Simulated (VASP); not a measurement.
Given:

```xyz
2
Lattice="0.0000 3.3269 3.3269 3.3269 0.0000 3.3269 3.3269 3.3269 0.0000" Properties=species:S:1:pos:R:3 pbc="T T T"
Hg     0.0000     0.0000     0.0000
Te     1.6635     1.6635     1.6635
```

These are PBE GGA, VASP's PBE PAW potentials (set 64) (plane waves; VASP) values and carry that method's errors. Numerical set-up: 480 eV cut-off, 10×10×10 Γ-centred mesh, first-order Methfessel-Paxton smearing of 0.10 eV, potentials Hg Te.

Energy and stress use the plane-wave basis of the starting cell.

The ions, cell shape and volume at an external pressure of 2.0 GPa are relaxed. Which structure does the run end with?

```xyz
2
Lattice="0.0000 3.2706 3.2706 3.2706 0.0000 3.2706 3.2706 3.2706 0.0000" Properties=species:S:1:pos:R:3 pbc="T T T"
Hg     0.0000     0.0000     0.0000
Te     1.6353     1.6353     1.6353
```
Space group F-43m (216), at a tolerance of 0.03 Å.

How do energy and volume change from the first to the last step?

The energy (σ→0) changes by +10.9 meV/atom and the volume by -5.0 %, in 3 ionic steps.

```json
[
 {"step": "1", "E(σ→0) (eV)": "-3.6515", "max force (eV/Å)": "0.000", "pressure (GPa)": "0.01", "volume (Å³)": "73.65"},
 {"step": "2", "E(σ→0) (eV)": "-3.6134", "max force (eV/Å)": "0.000", "pressure (GPa)": "2.74", "volume (Å³)": "68.87"},
 {"step": "3", "E(σ→0) (eV)": "-3.6297", "max force (eV/Å)": "0.000", "pressure (GPa)": "2.00", "volume (Å³)": "69.97"}
]
```

The compound is HgTe in the zinc blende structure. This run relaxes it under an external pressure of 2 GPa. Symmetry was kept, so distortions that lower it aren't found.
